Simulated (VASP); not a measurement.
Method: PBE GGA, VASP's PBE PAW potentials (set 64) (plane waves; VASP 6.6.1).

VASP input:

POSCAR:
```
Bi2Te3
46.0799870
  0.0960146874   0.0000000000   0.0000000000
 -0.0480073437   0.0831511512   0.0000000000
  0.0000000000   0.0000000000   0.4999999972
Bi Te
2 3
Cart
 -0.0000000480   0.0554341285   0.2054464147
  0.0000000000   0.0000000000   0.2945535825
 -0.0480073437   0.0831511512   0.1680194927
  0.0480073917   0.0277170227   0.2499999986
 -0.0000000480   0.0554341285   0.3319805045
```

KPOINTS:
```
k-points along high-symmetry lines
30
Line-mode
Reciprocal
  0.000000   0.000000   0.000000 ! GAMMA
  0.500000   0.000000   0.000000 ! M

  0.500000   0.000000   0.000000 ! M
  0.333333   0.333333   0.000000 ! K

  0.333333   0.333333   0.000000 ! K
  0.000000   0.000000   0.000000 ! GAMMA
```

**INCAR**
```
ISMEAR = 0   ! Gaussian
SIGMA = 0.05   ! width (eV)
ALGO = Normal   ! blocked Davidson
EDIFF = 1E-6   ! SCF stop (eV)
LREAL = F   ! projection in real space or not
LASPH = T
SYSTEM = Bi2Te3
LCHARG = F
ENCUT = 400   ! plane-wave cut-off (eV)
GGA = PE   ! PBE
ICHARG = 11
NELM = 100   ! most electronic steps
LWAVE = F
PREC = Accurate
LMAXMIX = 4
```

POTCAR, in this order: Bi_d Te (PBE.64 set). Program: vasp_std. Read from the step before: CHGCAR.

The resulting files:

### OUTCAR
```
 ion  position               nearest neighbor table
   1  0.333  0.667  0.411-   3 3.08   3 3.08   3 3.08   4 3.28   4 3.28   4 3.28
   2  0.000  0.000  0.589-   5 3.08   5 3.08   5 3.08   4 3.28   4 3.28   4 3.28
   3  0.000  0.000  0.336-   1 3.08   1 3.08   1 3.08
   4  0.667  0.333  0.500-   1 3.28   2 3.28   1 3.28   2 3.28   2 3.28   1 3.28
   5  0.333  0.667  0.664-   2 3.08   2 3.08   2 3.08
  LATTYP: Found a hexagonal cell.
 ALAT       =     4.4243555476
 C/A-ratio  =     5.2075365828
 Subroutine PRICEL returns:
 Original cell was already a primitive cell.
 Subroutine GETGRP returns: Found 12 space group operations
The static configuration has the point symmetry C_3v.
 The point group associated with its full space group is D_3d.
The dynamic configuration has the point symmetry C_3v.
 Subroutine INISYM returns: Found 12 space group operations
   k-points           NKPTS =     90   k-points in BZ     NKDIM =     90   number of bands    NBANDS=     28
   number of dos      NEDOS =    301   number of ions     NIONS =      5
   total plane-waves  NPLWV = 135000
   dimension x,y,z NGX =    30 NGY =   30 NGZ =  150
   dimension x,y,z NGXF=    60 NGYF=   60 NGZF=  300
   ions per type =               2   3
   PREC   = accura    normal or accurate (medium, high low for compatibility)
   ISTART =      0    job   : 0-new  1-cont  2-samecut
   ICHARG =     11    charge: 1-file 2-atom 10-const
   ISPIN  =      1    spin polarized calculation?
   LNONCOLLINEAR =      F non collinear calculations
   LSORBIT =      F    spin-orbit coupling
   INIWAV =      1    electr: 0-lowe 1-rand  2-diag
   ENCUT  =  400.0 eV  29.40 Ry    5.42 a.u.   7.22  7.22 37.57*2*pi/ulx,y,z
   NELM   =    100;   NELMIN=  2; NELMDL= -5     # of ELM steps
   EDIFF  = 0.1E-05   stopping-criterion for ELM
   LREAL  =      F    real-space projection
   NLSPLINE    = F    spline interpolate recip. space projectors
   LMAXMIX     =    4 max onsite mixed and CHGCAR
   VOSKOWN=      0    Vosko Wilk Nusair interpolation
   EDIFFG = 0.1E-04   stopping-criterion for IOM
   NSW    =      0    number of steps for IOM
   NBLOCK =      1;   KBLOCK =      1    inner block; outer block
   IBRION =     -1    ionic relax: 0-MD 1-quasi-New 2-CG
...
```

File OSZICAR:
```
       N       E                     dE             d eps       ncg     rms          rms(c)
DAV:   1     0.346701132630E+03    0.34670E+03   -0.18684E+04  6656   0.114E+03
DAV:   2     0.146341756881E+02   -0.33207E+03   -0.32640E+03  6328   0.303E+02
DAV:   3    -0.159684415166E+02   -0.30603E+02   -0.29896E+02  5940   0.110E+02
DAV:   4    -0.173935345584E+02   -0.14251E+01   -0.14107E+01  6600   0.238E+01
DAV:   5    -0.174455765932E+02   -0.52042E-01   -0.51924E-01  7080   0.440E+00
DAV:   6    -0.174470840374E+02   -0.15074E-02   -0.15067E-02  7412   0.644E-01
DAV:   7    -0.174471372517E+02   -0.53214E-04   -0.53210E-04  7244   0.108E-01
DAV:   8    -0.174471396072E+02   -0.23555E-05   -0.23550E-05  6040   0.183E-02
DAV:   9    -0.174471397286E+02   -0.12138E-06   -0.12135E-06  4044   0.577E-03
   1 F= -.17447140E+02 E0= -.17447140E+02  d E =-.215964E-12
```

### OUTCAR
```
 val. band max:       -0.6762181485   @ k =   0.1034   0.1034   0.0000

 cond. band min:       0.2619350000   @ k =   0.0000   0.0000   0.0000



 k-point     1 :       0.0000    0.0000    0.0000
  band No.  band energies     occupation
      1     -23.3078      2.00000
      2     -23.3078      2.00000
      3     -23.3067      2.00000
      4     -23.3067      2.00000
      5     -23.3035      2.00000
      6     -23.3024      2.00000
      7     -23.2988      2.00000
      8     -23.2988      2.00000
      9     -23.2975      2.00000
     10     -23.2975      2.00000
     11     -13.1548      2.00000
     12     -12.6772      2.00000
     13     -11.0124      2.00000
     14      -9.2621      2.00000
     15      -8.1907      2.00000
     16      -2.2717      2.00000
     17      -1.7690      2.00000
     18      -1.7689      2.00000
     19      -1.5260      2.00000
     20      -1.5260      2.00000
     21      -1.4273      2.00000
     22      -1.1644      2.00000
     23      -0.9701      2.00000
     24      -0.9701      2.00000
     25       0.2619      0.00000
     26       0.8983      0.00000
     27       0.8983      0.00000
     28       1.6482      0.00000

 k-point     2 :       0.0172    0.0000    0.0000
  band No.  band energies     occupation
      1     -23.3078      2.00000
      2     -23.3078      2.00000
      3     -23.3067      2.00000
      4     -23.3066      2.00000
      5     -23.3035      2.00000
      6     -23.3024      2.00000
      7     -23.2988      2.00000
      8     -23.2988      2.00000
      9     -23.2975      2.00000
     10     -23.2975      2.00000
     11     -13.1523      2.00000
     12     -12.6749      2.00000
     13     -11.0109      2.00000
     14      -9.2630      2.00000
     15      -8.1946      2.00000
     16      -2.2794      2.00000
     17      -1.8053      2.00000
     18      -1.7789      2.00000
     19      -1.5725      2.00000
     20      -1.5291      2.00000
     21      -1.3993      2.00000
...
```

The density is held fixed in this step, so its total energy and stress have no physical meaning. The cell holds a wide vacuum, so values per volume refer to the whole cell. Unless said otherwise, spin-orbit coupling is left out, though it shifts the bands of the heavy elements here.

The cell is a sheet with vacuum, built from a generated structure.
